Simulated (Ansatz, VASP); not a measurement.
**Two plane-wave programs on TlGa2Ag**

The input INCAR:

```
PREC = Accurate
ENCUT = 520
EDIFF = 1E-6
ISMEAR = -1
SIGMA = 0.005
LREAL = F
LASPH = T
NELM = 60
ALGO = Fast
ISIF = 2
LWAVE = F
LCHARG = F
GGA = PE
NBANDS = 33
```

KPOINTS

```
Automatic mesh
0
Gamma
  5 5 5
```

File POSCAR:

```
TlGa2Ag
1.0
    1.0990530000     -3.7953410000      0.0000000000
    1.0990530000     -1.7385390000     -3.3737360000
    7.1026850000      0.0000000000      0.0000000000
Ag Ga Tl
1 2 1
Direct
    0.5000000000      0.5000000000      0.5000000000
    0.7500000000      0.7500000000      0.7500000000
    0.2500000000      0.2500000000      0.2500000000
    0.0000000000      0.0000000000      0.0000000000
```

Input for Ansatz:

```yaml
crystal:
  lattice:
    - [1.099053, -3.795341, 0.0]
    - [1.099053, -1.738539, -3.373736]
    - [7.102685, 0.0, 0.0]
  atoms:
    - { symbol: Ag, position: [0.5, 0.5, 0.5] }
    - { symbol: Ga, position: [0.75, 0.75, 0.75] }
    - { symbol: Ga, position: [0.25, 0.25, 0.25] }
    - { symbol: Tl, position: [0.0, 0.0, 0.0] }
  symmetry: { tolerance: 0.0003 }
kpoints:
  mp_grid: { grid: [5, 5, 5], shift: [0, 0, 0] }
magnetization:
  spin_polarized: false
scf:
  occupations: { method: fermi_dirac, width: 0.005 }
hamiltonian:
  pseudopotentials: { kind: paw }
  xc: pbe
basis:
  ecutwfc: 420
  ecutrho_ratio: 6
output:
  forces: true
  stress: true
  eigenvalues: true
```

The cell was built by a generator and needn't be a form met in nature.

Alike in both runs: task single point; functional PBE; k mesh 5 × 5 × 5; occupations fermi-dirac, width 0.005 eV; no spin polarisation.

```csv
,VASP,Ansatz
version,VASP 6.6.1,Ansatz 0.2.0
potentials or method,"VASP PAW PBE potentials, release 64 (Ag, Ga_d, Tl_d)",PAW plane waves
plane-wave cutoff (eV),520,420
valence electrons in the cell,50,58
```

VASP gave:

| Item | Value |
| --- | --- |
| gap on the k mesh at the Fermi level (eV) | none |
| pressure (GPa) | 1.7 |
| rms of the force components (eV/Å) | 0.463 |

**Question.** What did Ansatz give for the same quantities?

**Answer.** gap on the k mesh at the Fermi level (eV): none; pressure (GPa): 1.6; rms of the force components (eV/Å): 0.463.

Atom by atom the forces differ by 0.000 eV/Å (rms over components). A gap of «none» marks a metal or a gap that the smearing closes. The functional is the same, so the differences come from potentials, cutoffs and numerics. The two sets of potentials don't hold the same shells in valence. Ansatz warned: «structure_snapped_to_symmetry».

Caveats: the k mesh is coarse (spacing up to 0.37 Å⁻¹), so the values aren't converged; forces of over 1 eV/Å show positions far from the minimum, so gaps and moduli don't describe the material at rest. Spin-orbit coupling is left out, which matters for the levels of Tl.
